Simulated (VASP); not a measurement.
Method: PBE GGA, VASP's PBE PAW potentials (set 64) (plane waves; VASP).

VASP input:

INCAR:
```
EDIFF = 1E-6   # SCF stop (eV)
LMAXMIX = 4
LASPH = .True.   # aspherical one-centre terms
SIGMA = 0.05   # width (eV)
ENCUT = 300   # plane-wave cut-off (eV)
LREAL = .False.
ALGO = Normal   # blocked Davidson
PREC = Accurate
ISIF = 2   # forces and stress, cell fixed
NELM = 100
LWAVE = .False.
SYSTEM = Tl
LCHARG = .False.
GGA = PE
ISMEAR = 0
```

### POSCAR
```
Tl
10.9398210
  0.3114472348   0.0000000000   0.0000000000
 -0.1557236631   0.2697212322   0.0000000000
  0.0000000000   0.0000000000   1.0000000000
Tl
4
direct
  0.0000000000   0.0000000000   0.0000000000
  0.0000000000   0.0000000000   0.5000000000
  0.3333330000   0.6666670000   0.2500000000
  0.6666670000   0.3333330000   0.7500000000
```

KPOINTS:
```
Automatic mesh
0
Gamma
7 7 2
0 0 0
```

POTCAR, in this order: Tl_d (PBE.64 set). Program: vasp_std.

At this cut-off the stress carries a Pulay error, which pulls relaxed volumes low. Unless said otherwise, spin-orbit coupling is left out, though it shifts the bands of the heavy elements here.

Problem. What does the run give for the energy per atom (σ→0), pressure, band gap (on the k-mesh)?

Solution. 
The energy per atom (σ→0) comes out as -2.150 eV/atom and the band gap (on the k-mesh) is none (metal, semimetal or under 0.01 eV). The pressure is 4.28 GPa.

OSZICAR:
```
...
DAV:   5    -0.871725782797E+01   -0.39940E-03   -0.39940E-03  1160   0.342E-01    0.527E+00
DAV:   6    -0.862331713074E+01    0.93941E-01   -0.18075E-01  1013   0.280E+00    0.361E+00
DAV:   7    -0.860722536533E+01    0.16092E-01   -0.12597E-01  1041   0.231E+00    0.651E-01
DAV:   8    -0.860343403173E+01    0.37913E-02   -0.20284E-02  1034   0.904E-01    0.489E-02
DAV:   9    -0.860345392496E+01   -0.19893E-04   -0.12068E-04  1160   0.708E-02    0.205E-02
DAV:  10    -0.860346476976E+01   -0.10845E-04   -0.31618E-05  1090   0.458E-02    0.129E-02
DAV:  11    -0.860346519490E+01   -0.42515E-06   -0.63511E-06  1083   0.198E-02
   1 F= -.86034652E+01 E0= -.85997202E+01  d E =-.749008E-02
```

The structure comes from a computed database's Tl entry; how it stands against other phases isn't given here. The cell was not relaxed at this level, and its volume differs by -5.9 % from the start's. The k-mesh is coarse (spacing up to 0.30 per Å, 2π included), so the numbers may not be converged in it.
